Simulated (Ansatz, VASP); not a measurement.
**MoS2: VASP beside Ansatz**

Aim: how closely do two programs agree when they are given the same cell, functional and k mesh? The cell is taken from a series of runs on this material, whose earlier steps may have relaxed, scaled, displaced or heated it; both programs get it as it stands.

Method: plane waves, with VASP 6.6.1 beside it; zone-centre phonons at PBE with D3(BJ), in Ansatz 0.2.0.

**1. Starting point**

It takes space group P6_3/mmc (No. 194, hexagonal). Conventional cell: a = 3.100 Å, b = 3.100 Å, c = 11.479 Å, α = 90.00°, β = 90.00°, γ = 120.00°. S has 3 Mo at 2.38 Å nearest. Nearest to Mo lie 6 S at 2.38 Å. Farther neighbours and most contacts between anions are not listed.

**2. VASP: zone-centre phonons, PBE with D3(BJ)**

Second derivatives magnify differences that forces hide, and they need a tight electronic threshold.

Lines of VASP's logs that name or quote its potential files are left out, and so is its time.

Input file INCAR:

```
SYSTEM = MoS2
PREC = Accurate
ENCUT = 500
EDIFF = 1E-08
NELM = 120
ISMEAR = 0
SIGMA = 0.01
LREAL = .FALSE.
ALGO = Normal
GGA = PE
IVDW = 12
NBANDS = 32
LASPH = .TRUE.
LORBIT = 11
LWAVE = .FALSE.
LCHARG = .FALSE.
ISIF = 2
IBRION = 6
NFREE = 2
POTIM = 0.015
NSW = 1
GGA_COMPAT = .FALSE.
EFERMI = MIDGAP
KPAR = 2
```

Input file POSCAR:

```
MoS2
1.0
    3.1000920057      0.0000000000      0.0000000000
   -1.5500460029      2.6847584310      0.0000000000
    0.0000000000      0.0000000000     11.4789890903
S Mo
4 2
Direct
    0.3333333333      0.6666666667      0.6132556996
    0.6666666667      0.3333333333      0.1132556996
    0.3333333333      0.6666666667      0.8867443004
    0.6666666667      0.3333333333      0.3867443004
    0.3333333333      0.6666666667      0.2500000000
    0.6666666667      0.3333333333      0.7500000000
```

Input file KPOINTS:

```
Automatic mesh
0
Gamma
12 12 4
0 0 0
```

PAW data sets: S and Mo_sv (PBE family, release 64).

On the command line:

```
mpirun -np 2 vasp_std
```

Numbers of over 12 decimals in the logs are rounded to 6 here.

The log of the run:

```text
[banner, memory and clock lines left out]
running    2 mpi-ranks, on    1 nodes
 distrk:  each k-point on    1 cores,    2 groups
 distr:  one band on    1 cores,    1 groups

 POSCAR found type information on POSCAR S Mo
 POSCAR found :  2 types and       6 ions
 LDA part: xc-table for (Slater+PW92), standard interpolation
 POSCAR, INCAR and KPOINTS ok, starting setup
 FFT: planning ... GRIDC
 FFT: planning ... GRID_SOFT
 FFT: planning ... GRID
 WAVECAR not read
 entering main loop
       N       E                     dE             d eps       ncg     rms          rms(c)
DAV:   1     0.451922254246E+03    0.45192E+03   -0.29340E+04  3936   0.152E+03
DAV:   2    -0.218153145754E+02   -0.47374E+03   -0.46132E+03  4384   0.399E+02
DAV:   3    -0.454264182282E+02   -0.23611E+02   -0.23408E+02  4784   0.798E+01
DAV:   4    -0.458464561996E+02   -0.42004E+00   -0.41925E+00  4312   0.107E+01
DAV:   5    -0.458572694331E+02   -0.10813E-01   -0.10808E-01  4712   0.156E+00    0.373E+01
DAV:   6    -0.438295522226E+02    0.20277E+01   -0.17012E+01  4016   0.233E+01    0.140E+01
DAV:   7    -0.435297514825E+02    0.29980E+00   -0.81730E+00  4032   0.151E+01    0.878E+00
DAV:   8    -0.431627572664E+02    0.36699E+00   -0.15187E+00  4448   0.707E+00    0.336E+00
DAV:   9    -0.431782179221E+02   -0.15461E-01   -0.15097E-01  4752   0.188E+00    0.152E+00
DAV:  10    -0.431676011283E+02    0.10617E-01   -0.67797E-02  4384   0.150E+00    0.303E-01
DAV:  11    -0.431676464543E+02   -0.45326E-04   -0.30678E-03  4528   0.312E-01    0.191E-01
DAV:  12    -0.431675787778E+02    0.67676E-04   -0.25778E-04  4488   0.848E-02    0.105E-01
DAV:  13    -0.431675754989E+02    0.32789E-05   -0.20828E-04  4752   0.749E-02    0.215E-02
DAV:  14    -0.431675758163E+02   -0.31737E-06   -0.17930E-05  4432   0.249E-02    0.238E-02
DAV:  15    -0.431675758703E+02   -0.54000E-07   -0.12882E-06  4448   0.673E-03    0.946E-03
DAV:  16    -0.431675755525E+02    0.31776E-06   -0.14010E-06  4432   0.709E-03    0.547E-04
DAV:  17    -0.431675756013E+02   -0.48825E-07   -0.55374E-08  3984   0.140E-03    0.803E-04
DAV:  18    -0.431675755932E+02    0.81009E-08   -0.48011E-09  2856   0.417E-04
   1 F= -.46032577E+02 E0= -.46032577E+02  d E =0.000000E+00
[... from here on, the cycles between the ionic steps are left out ...]
   2 F= -.46031402E+02 E0= -.46031402E+02  d E =0.000000E+00
   3 F= -.46031402E+02 E0= -.46031402E+02  d E =0.000000E+00
   4 F= -.46030731E+02 E0= -.46030731E+02  d E =0.000000E+00
   5 F= -.46030191E+02 E0= -.46030191E+02  d E =0.000000E+00
   6 F= -.46030145E+02 E0= -.46030145E+02  d E =0.000000E+00
   7 F= -.46030145E+02 E0= -.46030145E+02  d E =0.000000E+00
   8 F= -.46028956E+02 E0= -.46028956E+02  d E =0.000000E+00
 Finite differences progress:
  Degree of freedom:   4/  4
  Displacement:        1/  2
  Total:               7/  8
 bond charge predicted
       N       E                     dE             d eps       ncg     rms          rms(c)
DAV:   1    -0.431505126420E+02    0.13433E-01   -0.56996E+00  4416   0.163E+01    0.633E-01
DAV:   2    -0.431643443500E+02   -0.13832E-01   -0.14855E-01  5320   0.248E+00    0.170E-01
DAV:   3    -0.431639188129E+02    0.42554E-03   -0.23216E-03  5536   0.313E-01    0.919E-02
DAV:   4    -0.431639389887E+02   -0.20176E-04   -0.87056E-04  5480   0.153E-01    0.562E-02
DAV:   5    -0.431639416575E+02   -0.26687E-05   -0.63036E-05  5592   0.486E-02    0.418E-02
DAV:   6    -0.431639459431E+02   -0.42856E-05   -0.10449E-05  5608   0.232E-02    0.204E-02
DAV:   7    -0.431639456556E+02    0.28751E-06   -0.35554E-06  5768   0.115E-02    0.737E-03
DAV:   8    -0.431639454782E+02    0.17737E-06   -0.19689E-06  5448   0.818E-03    0.176E-03
DAV:   9    -0.431639455055E+02   -0.27310E-07   -0.11904E-07  5176   0.207E-03    0.125E-03
DAV:  10    -0.431639455104E+02   -0.48876E-08   -0.76154E-09  3224   0.511E-04
   9 F= -.46028955E+02 E0= -.46028955E+02  d E =0.000000E+00
 Finite differences progress:
  Degree of freedom:   4/  4
  Displacement:        2/  2
  Total:               8/  8
```

Parts of OUTCAR (step 2):

```text
ion  position               nearest neighbor table
   1  0.333  0.667  0.613-   6 2.38   6 2.38   6 2.38
   2  0.667  0.333  0.113-   5 2.38   5 2.38   5 2.38
   3  0.333  0.667  0.887-   6 2.38   6 2.38   6 2.38
   4  0.667  0.333  0.387-   5 2.38   5 2.38   5 2.38
   5  0.333  0.667  0.250-   2 2.38   4 2.38   2 2.38   4 2.38   2 2.38   4 2.38
   6  0.667  0.333  0.750-   1 2.38   3 2.38   1 2.38   3 2.38   1 2.38   3 2.38

  LATTYP: Found a hexagonal cell.
 ALAT       =     3.1000920057
 C/A-ratio  =     3.7027898105

 Subroutine GETGRP returns: Found 24 space group operations
 (whereof 12 operations were pure point group operations)

The static configuration has the point symmetry D_3d.
 The point group associated with its full space group is D_6h.

 Found     57 irreducible k-points:

   k-points           NKPTS =     57   k-points in BZ     NKDIM =     57   number of bands    NBANDS=     32

   dimension x,y,z NGX =    24 NGY =   24 NGZ =   84
   dimension x,y,z NGXF=    48 NGYF=   48 NGZF=  168

   ENCUT  =  500.0 eV  36.75 Ry    6.06 a.u.   5.65  5.65 20.93*2*pi/ulx,y,z

   NELECT =      52.0000    total number of electrons

 k-points in reciprocal lattice and weights: Automatic mesh
   0.00000000  0.00000000  0.00000000       0.002
   0.08333333  0.00000000  0.00000000       0.010
   0.16666667  0.00000000  0.00000000       0.010
   0.25000000  0.00000000  0.00000000       0.010
   0.33333333  0.00000000  0.00000000       0.010
   0.41666667  0.00000000  0.00000000       0.010
   0.50000000  0.00000000  0.00000000       0.005
   0.08333333  0.08333333  0.00000000       0.010
   0.16666667  0.08333333  0.00000000       0.021
[...]
0.33333333  0.25000000  0.50000000       0.021
   0.33333333  0.33333333  0.50000000       0.003

 Edisp (eV)   -2.86501

 average (electrostatic) potential at core
       1 -82.9940       2 -82.9969       3 -82.9896       4 -82.9873       5 -73.0952
       6 -73.0952

 E-fermi :   9.5247

 k-point     1 :       0.0000    0.0000    0.0000
  band No.  band energies     occupation
    ...
     22       7.0231      2.00000
     23       7.0231      2.00000
     24       7.6146      2.00000
     25       8.4688      2.00000
     26       9.2967      2.00000
     27      11.2439      0.00000
     28      11.2439      0.00000
     29      11.2930      0.00000
     30      11.2930      0.00000
     31      11.3399      0.00000
    ...

 k-point     2 :       0.0833    0.0000    0.0000
  band No.  band energies     occupation
    ...
     22       6.8469      2.00000
     23       7.0619      2.00000
     24       7.6478      2.00000
     25       8.4672      2.00000
     26       8.9695      2.00000
[...]
-0.00000      1.78984     10.17893        -0.000000      0.000000     -0.021102
      1.55005      0.89492      4.43943        -0.000000      0.000000     -0.250569
     -0.00000      1.78984      2.85475         0.000000      0.000000      0.483059
      1.55005      0.89492      8.60924        -0.000000      0.000000     -0.007160
 -----------------------------------------------------------------------------------
    total drift:                                0.000000      0.000000     -0.000236

  FREE ENERGIE OF THE ION-ELECTRON SYSTEM (eV)
  ---------------------------------------------------
  free  energy   TOTEN  =       -46.0289554258 eV

  energy  without entropy=      -46.0289554258  energy(sigma->0) =      -46.02895543

 Eigenvectors and eigenvalues of the dynamical matrix
 ----------------------------------------------------

   1 f  =   14.505034 THz    91.137819 2PiTHz  483.835870 cm-1    59.987975 meV
             X         Y         Z           dx          dy          dz
     -0.000000  1.789839  7.039555    -0.000000   -0.000000   -0.397341
      1.550046  0.894919  1.300061    -0.000000   -0.000000    0.397341
     -0.000000  1.789839 10.178928    -0.000000   -0.000000   -0.397341
      1.550046  0.894919  4.439434    -0.000000   -0.000000    0.397341
     -0.000000  1.789839  2.869747     0.000000    0.000000   -0.429232
      1.550046  0.894919  8.609242     0.000000    0.000000    0.429232

   2 f  =   14.202661 THz    89.237952 2PiTHz  473.749783 cm-1    58.737461 meV
             X         Y         Z           dx          dy          dz
     -0.000000  1.789839  7.039555    -0.000000    0.000000    0.387098
      1.550046  0.894919  1.300061    -0.000000    0.000000    0.387098
     -0.000000  1.789839 10.178928    -0.000000    0.000000    0.387098
      1.550046  0.894919  4.439434    -0.000000    0.000000    0.387098
     -0.000000  1.789839  2.869747     0.000000   -0.000000   -0.447561
      1.550046  0.894919  8.609242     0.000000   -0.000000   -0.447561

   3 f  =   12.864470 THz    80.829847 2PiTHz  429.112521 cm-1    53.203148 meV
             X         Y         Z           dx          dy          dz
     -0.000000  1.789839  7.039555    -0.000000   -0.000000   -0.500000
      1.550046  0.894919  1.300061    -0.000000    0.000000   -0.500000
     -0.000000  1.789839 10.178928    -0.000000    0.000000    0.500000
      1.550046  0.894919  4.439434    -0.000000   -0.000000    0.500000
     -0.000000  1.789839  2.869747     0.000000   -0.000000   -0.000000
      1.550046  0.894919  8.609242     0.000000    0.000000    0.000000

   4 f  =   12.285832 THz    77.194160 2PiTHz  409.811247 cm-1    50.810096 meV
             X         Y         Z           dx          dy          dz
     -0.000000  1.789839  7.039555     0.000000    0.000000   -0.500000
      1.550046  0.894919  1.300061    -0.000000   -0.000000    0.500000
     -0.000000  1.789839 10.178928     0.000000   -0.000000    0.500000
      1.550046  0.894919  4.439434    -0.000000    0.000000   -0.500000
     -0.000000  1.789839  2.869747     0.000000    0.000000    0.000000
      1.550046  0.894919  8.609242    -0.000000    0.000000    0.000000

   5 f  =   11.700511 THz    73.516477 2PiTHz  390.287025 cm-1    48.389402 meV
             X         Y         Z           dx          dy          dz
     -0.000000  1.789839  7.039555     0.287610   -0.258987    0.000000
      1.550046  0.894919  1.300061     0.287610   -0.258987   -0.000000
     -0.000000  1.789839 10.178928     0.287610   -0.258987   -0.000000
      1.550046  0.894919  4.439434     0.287610   -0.258987    0.000000
     -0.000000  1.789839  2.869747    -0.332674    0.299566   -0.000000
      1.550046  0.894919  8.609242    -0.332674    0.299566   -0.000000

   6 f  =   11.700511 THz    73.516477 2PiTHz  390.287025 cm-1    48.389402 meV
             X         Y         Z           dx          dy          dz
     -0.000000  1.789839  7.039555    -0.258987   -0.287610    0.000000
      1.550046  0.894919  1.300061    -0.258987   -0.287610   -0.000000
     -0.000000  1.789839 10.178928    -0.258987   -0.287610   -0.000000
      1.550046  0.894919  4.439434    -0.258987   -0.287610    0.000000
     -0.000000  1.789839  2.869747     0.299566    0.332674    0.000000
      1.550046  0.894919  8.609242     0.299566    0.332674   -0.000000

   7 f  =   11.666562 THz    73.303174 2PiTHz  389.154634 cm-1    48.249004 meV
             X         Y         Z           dx          dy          dz
     -0.000000  1.789839  7.039555     0.289184   -0.260400    0.000000
      1.550046  0.894919  1.300061    -0.289184    0.260400   -0.000000
     -0.000000  1.789839 10.178928     0.289184   -0.260400   -0.000000
      1.550046  0.894919  4.439434    -0.289184    0.260400    0.000000
     -0.000000  1.789839  2.869747     0.329940   -0.297100   -0.000000
      1.550046  0.894919  8.609242    -0.329940    0.297100   -0.000000

   8 f  =   11.666562 THz    73.303174 2PiTHz  389.154634 cm-1    48.249004 meV
             X         Y         Z           dx          dy          dz
     -0.000000  1.789839  7.039555     0.260400    0.289184    0.000000
      1.550046  0.894919  1.300061    -0.260400   -0.289184   -0.000000
     -0.000000  1.789839 10.178928     0.260400    0.289184   -0.000000
      1.550046  0.894919  4.439434    -0.260400   -0.289184    0.000000
     -0.000000  1.789839  2.869747     0.297100    0.329940   -0.000000
      1.550046  0.894919  8.609242    -0.297100   -0.329940    0.000000

   9 f  =    8.854665 THz    55.635498 2PiTHz  295.359815 cm-1    36.619933 meV
             X         Y         Z           dx          dy          dz
     -0.000000  1.789839  7.039555    -0.371565    0.334573    0.000000
      1.550046  0.894919  1.300061    -0.371565    0.334573   -0.000000
     -0.000000  1.789839 10.178928     0.371565   -0.334573   -0.000000
      1.550046  0.894919  4.439434     0.371565   -0.334573    0.000000
     -0.000000  1.789839  2.869747     0.000000   -0.000000    0.000000
      1.550046  0.894919  8.609242    -0.000000    0.000000    0.000000

  10 f  =    8.854665 THz    55.635498 2PiTHz  295.359815 cm-1    36.619933 meV
             X         Y         Z           dx          dy          dz
     -0.000000  1.789839  7.039555    -0.334573   -0.371565   -0.000000
      1.550046  0.894919  1.300061    -0.334573   -0.371565    0.000000
     -0.000000  1.789839 10.178928     0.334573    0.371565    0.000000
      1.550046  0.894919  4.439434     0.334573    0.371565   -0.000000
     -0.000000  1.789839  2.869747    -0.000000    0.000000   -0.000000
      1.550046  0.894919  8.609242    -0.000000   -0.000000    0.000000

  11 f  =    8.634172 THz    54.250104 2PiTHz  288.004984 cm-1    35.708051 meV
             X         Y         Z           dx          dy          dz
     -0.000000  1.789839  7.039555    -0.371561    0.334578    0.000000
      1.550046  0.894919  1.300061     0.371561   -0.334578   -0.000000
     -0.000000  1.789839 10.178928     0.371561   -0.334578   -0.000000
      1.550046  0.894919  4.439434    -0.371561    0.334578    0.000000
     -0.000000  1.789839  2.869747    -0.000000    0.000000   -0.000000
      1.550046  0.894919  8.609242     0.000000    0.000000   -0.000000

  12 f  =    8.634172 THz    54.250104 2PiTHz  288.004984 cm-1    35.708051 meV
             X         Y         Z           dx          dy          dz
     -0.000000  1.789839  7.039555     0.334578    0.371561    0.000000
      1.550046  0.894919  1.300061    -0.334578   -0.371561   -0.000000
     -0.000000  1.789839 10.178928    -0.334578   -0.371561   -0.000000
      1.550046  0.894919  4.439434     0.334578    0.371561    0.000000
     -0.000000  1.789839  2.869747    -0.000000    0.000000   -0.000000
      1.550046  0.894919  8.609242     0.000000    0.000000    0.000000

  13 f  =    3.009424 THz    18.908770 2PiTHz  100.383587 cm-1    12.445973 meV
             X         Y         Z           dx          dy          dz
     -0.000000  1.789839  7.039555    -0.000000    0.000000   -0.303513
      1.550046  0.894919  1.300061     0.000000   -0.000000    0.303513
     -0.000000  1.789839 10.178928    -0.000000    0.000000   -0.303513
      1.550046  0.894919  4.439434     0.000000   -0.000000    0.303513
     -0.000000  1.789839  2.869747     0.000000   -0.000000    0.561926
      1.550046  0.894919  8.609242    -0.000000    0.000000   -0.561926
    [... 42 further lines ...]
      1.550046  0.894919  4.439434     0.129497    0.288854    0.000000
     -0.000000  1.789839  2.869747     0.223911    0.499451    0.000000
      1.550046  0.894919  8.609242     0.223911    0.499451    0.000000

 ELASTIC MODULI CONTR FROM IONIC RELAXATION (kBar)
 Direction    XX          YY          ZZ          XY          YZ          ZX
 --------------------------------------------------------------------------------
 XX        -451.9544   -255.2735   -893.2755      0.0000     -0.0000     -0.0000
 YY        -255.2735   -451.9544   -893.2755      0.0000      0.0000     -0.0000
 ZZ        -893.2755   -893.2755  -2256.5320      0.0000     -0.0000     -0.0000
 XY           0.0000      0.0000      0.0000    -98.3405     -0.0000      0.0000
 YZ          -0.0000     -0.0000     -0.0000     -0.0000  -1330.6715      0.0000
 ZX          -0.0000     -0.0000     -0.0000      0.0000      0.0000  -1330.6709
 --------------------------------------------------------------------------------

 total charge
# of ion       s       p       d       tot
------------------------------------------
    1        1.369   2.354   0.000   3.723
    2        1.369   2.354   0.000   3.723
    3        1.369   2.354   0.000   3.723
    4        1.369   2.354   0.000   3.723
    5        2.302   6.239   4.020  12.561
    6        2.302   6.239   4.020  12.561
--------------------------------------------------
tot         10.080  21.893   8.040  40.013
```

This run has no spin polarisation, so a moment on Mo, if there is one, isn't seen. The last energy, forces, stress and levels in OUTCAR belong to the last displaced cell, not to the cell of POSCAR.

Levels, forces or a CONTCAR printed for this step are those of its last displaced cell, not of the structure at rest.

(Part 1 of 2 ends here.)

[Lines on the potential files, build, host, timing and source positions are cut from VASP's logs without a mark.]

[Logs are printed without paths, hosts, clocks, repeated set-up lines and the standing remarks that a program may print on its own settings, such as how far it seeks lower states.]

[Hosts, paths, dates, database ids (printed as entryN), source tags and the programs' standing remarks are cut or masked in the printed files.]
